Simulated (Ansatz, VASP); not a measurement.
**Mo2CCl2 (Mo2CCl2 MXene bilayer, AB): VASP beside Ansatz**

Wanted: the spread between two codes on one cell, functional and k mesh. The structure shown is the start of the Ansatz relaxation below; VASP solves that cell, so the two are compared at the walk's first step.

Method: plane waves, with VASP 6.6.1 beside it; single point at PBE with D3(BJ), in Ansatz 0.2.0.

## 1. The structure

The cell holds 10 atoms: 4 Cl, 4 Mo and 2 C. Its edges and angles: a = 3.025 Å, b = 3.025 Å, c = 59.994 Å, α = 90.0°, β = 90.0°, γ = 120.0°. Vacuum lies along c.

Structure file:

```cif
data_structure
_symmetry_space_group_name_H-M 'P 1'
_symmetry_Int_Tables_number 1
_cell_length_a 3.0247
_cell_length_b 3.0247
_cell_length_c 59.9941
_cell_angle_alpha 90.000
_cell_angle_beta 90.000
_cell_angle_gamma 120.000
_cell_volume 475.35
loop_
_atom_site_label
_atom_site_type_symbol
_atom_site_fract_x
_atom_site_fract_y
_atom_site_fract_z
_atom_site_occupancy
Cl1 Cl 0.33333 0.66667 0.37920 1
Cl2 Cl 0.66667 0.33333 0.47416 1
Cl3 Cl 0.66667 0.33333 0.52584 1
Cl4 Cl 0.00000 0.00000 0.62080 1
Mo5 Mo 0.66667 0.33333 0.40679 1
Mo6 Mo 0.33333 0.66667 0.44658 1
Mo7 Mo 0.00000 0.00000 0.55342 1
Mo8 Mo 0.66667 0.33333 0.59321 1
C9 C 0.00000 0.00000 0.42668 1
C10 C 0.33333 0.66667 0.57332 1
```

## 2. Ansatz: relaxation, PBE with D3(BJ)

Ansatz runs on its default PAW (the set named soft_2) files.

The two programs are compared at the cell with which this relaxation starts, whose forces are those of its first step.

input.yaml reads:

```yaml
crystal:
  lattice:
    - [3.024736, 0.0, 0.0]
    - [-1.512368, 2.6194982157, 0.0]
    - [0.0, 0.0, 59.994084154]
  atoms:
    - { symbol: Cl, position: [0.3333333333, 0.6666666667, 0.3792040552] }
    - { symbol: Mo, position: [0.6666666667, 0.3333333333, 0.4067907885] }
    - { symbol: C, position: [0.0, 0.0, 0.4266840873] }
    - { symbol: Mo, position: [0.3333333333, 0.6666666667, 0.446577386] }
    - { symbol: Cl, position: [0.6666666667, 0.3333333333, 0.4741641193] }
    - { symbol: Cl, position: [0.6666666667, 0.3333333333, 0.5258358807] }
    - { symbol: Mo, position: [0.0, 0.0, 0.553422614] }
    - { symbol: C, position: [0.3333333333, 0.6666666667, 0.5733159127] }
    - { symbol: Mo, position: [0.6666666667, 0.3333333333, 0.5932092115] }
    - { symbol: Cl, position: [0.0, 0.0, 0.6207959448] }
  periodic: [true, true, false]
kpoints:
  mp_grid: { grid: [12, 12, 1] }
hamiltonian:
  xc: pbe
  dispersion: d3bj
scf:
  occupations: { method: fermi_dirac, width: 0.05 }
  convergence: { dr2_threshold: 1.0e-09 }
relax:
  f_tol: 0.004
  max_steps: 90
  cell: {}
output:
  write_potential: true
  write_density: true
  volumetric_format: npy
```

Run with:

```bash
$ ansatz run input.yaml --threads 4 --pin off --max-ram 6144MiB --backend cpu --events-out ev --progress --plain --runs-dir out
```

Numbers of over 12 decimals in the logs are rounded to 6 here.

The log of the run:

```text
Warning: relax.cell: scf.convergence.dr2_threshold = 1e-9 eV is looser than the 1.66677734452e-10 eV advised for a relaxation that steers and ends on the stress (1e-10 eV for each atom of the cell: 10, times the square of relax.cell.stress_2d_tol = 0.05 N/m over 24.5 Å (the atoms' height at the walk's start and 5 Å past either face), 2.041e-2 GPa, over a crystal's default 0.05). What an SCF threshold leaves in a stress goes as its square root, and in the free energy as the threshold itself, and one threshold admits the most on a small cell: [figures from the program's tests cut] Set scf.convergence.dr2_threshold to 1.66677734452e-10 eV or tighter. [rest of the remark cut]
Engine: ansatz 0.2.0, aarch64-unknown-linux-gnu
Pseudopotentials: kind: paw
Pseudopotential: Cl, paw, valence charge 7, recommended cutoff 420 eV (normal), Cl.paw.azcp
Pseudopotential: Mo, paw, valence charge 14, recommended cutoff 420 eV (normal), Mo.paw.azcp
Pseudopotential: C, paw, valence charge 4, recommended cutoff 420 eV (normal), C.paw.azcp
Functional definition: PBE
  parameter kappa = 0.804
  parameter beta = 0.066725
  exchange = pbe_x(kappa = kappa, mu = beta*pi^2/3)
  correlation = pbe_c(beta = beta)
Crystal: 10 atoms, lattice volume = 475.351 Å³
Basis set: ecut = 420 eV, 9153 PW (Γ), exchange–correlation on 48×48×810 points (8 copies of the dense FFT grid, shifted against one another)
Bands: 56, of which v1, the nominal top of the filled ones, is band 46 counted from 1 (45 counted from 0)
Symmetry: 12 space group operations
Space group: P-3m1 (ITA 164), of the structure as read, at distance tolerance 7.8e-5 Å
k-points: 19 of 144
Non-local potential: Cl, projectors of the file, l = 0: 2, l = 1: 2, l = 2: 2
Non-local potential: Mo, projectors of the file, l = 0: 3, l = 1: 2, l = 2: 2, l = 3: 1
Non-local potential: C, projectors of the file, l = 0: 2, l = 1: 2, l = 2: 1
PAW form: soft (Blöchl's): semilocal exchange-correlation on the pseudo side does not see the compensation charge
PAW one-centre angular grid: Cl, 110 points (default); XC on 64 Gauss nodes
PAW one-centre angular grid: Mo, 590 points (default); XC on 64 Gauss nodes
PAW one-centre angular grid: C, 110 points (default); XC on 64 Gauss nodes
Initial density: superposition of atomic densities (neutral atoms: chi_scale 0, normalization atom), corrected by the library's trained network
Initial wavefunctions: pseudopotential atomic-orbital guess
Functional: x = pbe(κ = 0.804, μ = 0.219515), c = pbe(β = 0.066725)
SCF iter   1: F=—  HF=-24648.545608 eV  |F-HF|=—  |Δ(HF+E_count)|=         —  Δρ=7.85e-3  dr2=1.29e0  ethr=1.77e-3  ⟨swp⟩=13.2  Hψ=7290  notcnv=0
preconditioner: auto → LDOS  [metal: Δε(μ)=0.024 eV  Ē_g=8.653 eV  σ=0.050 eV  W_gap=0.12  n_scr=38 (ndim 8)  ℏωp=13.2 eV  f_vac=0.702  D(μ)=7.60/eV (n_scr^D=32)  β→1.0]
SCF iter   2: F=—  HF=-24648.423426 eV  |F-HF|=—  |Δ(HF+E_count)|=   1.22e-1  Δρ=2.28e-3  dr2=7.02e-2  ethr=1.40e-3  ⟨swp⟩=3.5  Hψ=1892  notcnv=0  defer=9
SCF iter   3: F=—  HF=-24648.420120 eV  |F-HF|=—  |Δ(HF+E_count)|=   3.31e-3  Δρ=1.60e-3  dr2=2.58e-2  ethr=7.63e-5  ⟨swp⟩=3.6  Hψ=2954  notcnv=0  defer=9
SCF iter   4: F=—  HF=-24648.414847 eV  |F-HF|=—  |Δ(HF+E_count)|=   5.27e-3  Δρ=4.06e-4  dr2=1.59e-3  ethr=2.81e-5  ⟨swp⟩=3.2  Hψ=2304  notcnv=0  defer=9
SCF iter   5: F=—  HF=-24648.414728 eV  |F-HF|=—  |Δ(HF+E_count)|=   1.18e-4  Δρ=1.15e-4  dr2=1.23e-4  ethr=1.73e-6  ⟨swp⟩=3.2  Hψ=2378  notcnv=0  defer=9
SCF iter   6: F=—  HF=-24648.414728 eV  |F-HF|=—  |Δ(HF+E_count)|=   1.62e-8  Δρ=3.24e-5  dr2=6.17e-6  ethr=1.34e-7  ⟨swp⟩=3.8  Hψ=2562  notcnv=0  defer=9
SCF iter   7: F=—  HF=-24648.415198 eV  |F-HF|=—  |Δ(HF+E_count)|=   4.70e-4  Δρ=8.25e-6  dr2=6.86e-7  ethr=6.71e-9  ⟨swp⟩=3.4  Hψ=2602  notcnv=0  defer=9
SCF iter   8: F=—  HF=-24648.415199 eV  |F-HF|=—  |Δ(HF+E_count)|=   6.47e-7  Δρ=2.90e-6  dr2=7.80e-8  ethr=7.46e-10  ⟨swp⟩=3.2  Hψ=2086  notcnv=0  defer=9
SCF iter   9: F=—  HF=-24648.415199 eV  |F-HF|=—  |Δ(HF+E_count)|=   8.01e-8  Δρ=1.21e-6  dr2=2.01e-8  ethr=8.48e-11  ⟨swp⟩=3.6  Hψ=2585  notcnv=0  defer=9
SCF iter  10: F=—  HF=-24648.415199 eV  |F-HF|=—  |Δ(HF+E_count)|=   1.67e-8  Δρ=5.57e-7  dr2=3.39e-9  ethr=2.19e-11  ⟨swp⟩=2.7  Hψ=1864  notcnv=0  defer=9
SCF iter  11: F=-24648.415199 eV  HF=-24648.415199 eV  |F-HF|=1.28e-9  |Δ(HF+E_count)|=   7.72e-9  Δρ=1.71e-7  dr2=2.02e-10  ethr=1.09e-12  ⟨swp⟩=13.0  Hψ=9613  notcnv=0
[...]
SCF iter   3: F=—  HF=-24651.449249 eV  |F-HF|=—  |Δ(HF+E_count)|=   1.61e-6  Δρ=6.93e-7  dr2=2.82e-9  ethr=2.85e-11  ⟨swp⟩=3.3  Hψ=2286  notcnv=0
SCF iter   4: F=-24651.449250 eV  HF=-24651.449250 eV  |F-HF|=1.08e-7  |Δ(HF+E_count)|=   1.51e-6  Δρ=2.22e-7  dr2=7.54e-10  ethr=1.09e-12  ⟨swp⟩=18.6  Hψ=10450  notcnv=0
SCF 14 converged in 4 iterations: F = -24651.449250 eV  dr2 = 7.54e-10
relax step  14: F+E_penalty+E_count = -24651.44925040 eV  Δ(F+E_penalty+E_count) = -2.390e-4 eV  max|allowed force component| = 3.634e-3 eV/Å  Δτ_max = 0.0000 Å  P = +0.004 N/m  Ω = 576.500 Å³  fix = [c, alpha, beta]  reactions: c +0.000 N/m  stress off target by 3.83e-3 N/m on what of the cell is left free  SCF on the basis re-selected at this cell (its energy is not comparable with the rows above)  (4 SCF iters)
basis re-selected at this cell: Δ(F+E_penalty+E_count) = -2.390e-4 eV, ΔP = -0.001 N/m vs the last step (what re-selecting the basis moved, of the pressure what is left beyond the Pulay correction that the steps carried, after the strain that the cell walked since its last selection, with what the two solves' SCF thresholds leave and, on support functions, any second-order correction that the steps lacked; it is no m [...]
WARN: The input density's exchange-correlation potential varies sharply where the density is thin. Do not read a vacuum level from v_tot or v_xc, or from such a field of the output density. On a cell that repeats whose density bears no net charge and no dipole along the vacuum's axis use v_es (v_loc + v_h of the components); under efield.dipole_correction with no amplitude use v_es + v_field, which holds any external [...]
SCF converged after 4 iterations
Free energy (F): -24651.449250 eV
Harris-Foulkes:  -24651.449250 eV  (|F-HF|=1.08e-7)
Internal energy: -24651.415105 eV  (E = F + TS)
E sigma→0 (E₀):  -24651.432178 eV
Entropy (-TS):   -0.034145 eV (-3.414 meV/atom)
Fermi energy:    -4.435524 eV
--- Per-component energies (eV) ---
  E_band       = -2165.128314
  E_kinetic    = 2595.430411
  E_local      = -769735.387094  (includes V_loc(G=0)·N_el)
  E_nonlocal   = 741.929299
  E_hartree    = 383167.409001
  E_xc         = -1260.206471
  E_vxc        = -1525.731299  (∫ρ·V_xc dr)
  E_paw        = -15640.623384  (= ΣΔE_a)
  E_vpaw       = -576.195697  (= ΣTr[D̂ρ^β])
  E_aug_tail   = 0.000529  (compensation charges beyond the density's cutoff)
  E_ewald      = 375483.341078
  E_disp       = -3.308476  (pairwise vdW)
  E_smearing   = -0.034145  (= −TS)
  E_closure    = 0.000000  (closes the sum)
  Σ components = -24651.449250   (vs F -24651.449250, Δ=0.00e0)
--- Forces (eV/Å), atoms counted from 1 ---
  atom   1  Cl     0.00000000    -0.00000000    -0.00020002
  atom   2  Mo     0.00000000     0.00000000    -0.00363398
  atom   3  C      0.00000000    -0.00000000    -0.00059801
  atom   4  Mo     0.00000000    -0.00000000     0.00237621
  atom   5  Cl     0.00000000     0.00000000     0.00277711
  atom   6  Cl     0.00000000    -0.00000000    -0.00277711
  atom   7  Mo     0.00000000     0.00000000    -0.00237621
  atom   8  C      0.00000000     0.00000000     0.00059801
  atom   9  Mo     0.00000000    -0.00000000     0.00363398
  atom  10  Cl     0.00000000     0.00000000     0.00020002
  max |Σ_I F_I| component: 9.25e-18 eV/Å
--- 2D stress c σ (N/m, compression-positive) ---
        0.003827       0.000000      -0.000000
        0.000000       0.003827       0.000000
       -0.000000       0.000000       0.000000
  P = ½ c Tr σ = 0.0038 N/m
--- Band table (eV; the first three rows and the last of 19) ---
  k-point 0: bands = [... 42 lower, -7.4613, -7.4613, -4.5742, -4.5686, -3.9198, -3.9198, -3.9004, -3.9004, ... 6 higher]
  k-point 1: bands = [... 42 lower, -7.1252, -7.1126, -4.6408, -4.6334, -4.1498, -4.1101, -3.9117, -3.8919, ... 6 higher]
  k-point 2: bands = [... 42 lower, -6.7395, -6.7277, -4.8583, -4.8283, -4.3879, -4.3012, -3.8942, -3.8739, ... 6 higher]
  k-point 18: bands = [... 42 lower, -6.1502, -6.0799, -6.0799, -6.0055, -3.5112, -3.4886, -3.4886, -3.4495, ... 6 higher]
  the weakly bound empty levels are not read free of the cell's end (no_gap_told)
--- Relaxed structure (12 steps of the walk, 12 accepted, 2 SCFs on fresh bases) ---
  F+E_penalty+E_count = -24651.44925040 eV   max|allowed force component| = 3.634e-3 eV/Å   (the final SCF, on the basis selected at the relaxed cell)
  cell:  # Å, volume = 576.4997 Å³
    - [3.331041, 0.0, 0]
    - [-1.665521, 2.884766, 0]
    - [0, 0, 59.994084154]
  atoms:
    - { symbol: Cl, position: [0.333333, 0.666667, 0.381405] }
    - { symbol: Mo, position: [0.666667, 0.333333, 0.410929] }
    - { symbol: C, position: [5.921189466283915e-18, 1.1102230246506326e-17, 0.426435] }
    - { symbol: Mo, position: [0.333333, 0.666667, 0.442008] }
    - { symbol: Cl, position: [0.666667, 0.333333, 0.471428] }
    - { symbol: Cl, position: [0.666667, 0.333333, 0.528572] }
    - { symbol: Mo, position: [5.921189466279132e-18, 1.1102230246497117e-17, 0.557992] }
    - { symbol: C, position: [0.333333, 0.666667, 0.573565] }
    - { symbol: Mo, position: [0.666667, 0.333333, 0.589071] }
    - { symbol: Cl, position: [5.9211894662788736e-18, 1.1102230246496589e-17, 0.618595] }
```

(Part 1 of 2 ends here.)

[Lines on the potential files, build, host, timing and source positions are cut from VASP's logs without a mark.]

[Logs are printed without paths, hosts, clocks, repeated set-up lines and the standing remarks that a program may print on its own settings, such as how far it seeks lower states.]

[Hosts, paths, dates, database ids (printed as entryN), source tags and the programs' standing remarks are cut or masked in the printed files.]
